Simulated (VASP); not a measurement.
Input of a VASP 6.6.1 run:

Contents of INCAR:

```
SYSTEM = WF
  ALGO = Fast
  EDIFF = 1E-6
  EDIFFG = -0.01
  ENCUT = 600
  GGA = PE
  IBRION = 2
  ISIF = 3
  ISMEAR = 0
  LASPH = .True.
  LCHARG = .False.
  LREAL = .False.
  LWAVE = .False.
  NELM = 80
  NSW = 60
  PREC = Accurate
  SIGMA = 0.05
```

File KPOINTS:

```
k-points
0
Gamma
  11 11 11
  0 0 0
```

File POSCAR:

```
WF
1.0
    1.3658900000      0.7886000000      5.0696000000
   -1.3658900000      0.7886000000      5.0696000000
    0.0000000000     -1.5771900000      5.0696000000
W F
1 1
Direct
    0.8141200000      0.8141200000      0.8141200000
    0.9371200000      0.9371200000      0.9371200000
```

Potentials or basis: VASP PAW PBE potentials, release 64 (W_sv, F).

Run with:

```bash
$ cat potpaw_PBE.64/W_sv/POTCAR potpaw_PBE.64/F/POTCAR > POTCAR
$ mpirun -np 1 vasp_std > vasp.out
```

Task: What does it give for the relaxed cell?

Result: a = 5.128 Å, b = 5.128 Å, c = 5.128 Å, α = 30.95°, β = 30.95°, γ = 30.95°.

Task: Predict the relaxed volume.

Result: 15.82 Å³/atom.

Task: What does it give for the space group after relaxing (to 0.05 Å)?

Result: R3m (No. 160).

Stress tensor (GPa, compression positive):
```
0.10 0.00 0.00
0.00 0.10 0.00
0.00 0.00 0.02
```

Caveat: an odd number of electrons without spin polarisation forces a metal; a magnetic or distorted state may lie lower. Spin-orbit coupling is left out, which matters for the levels of W.
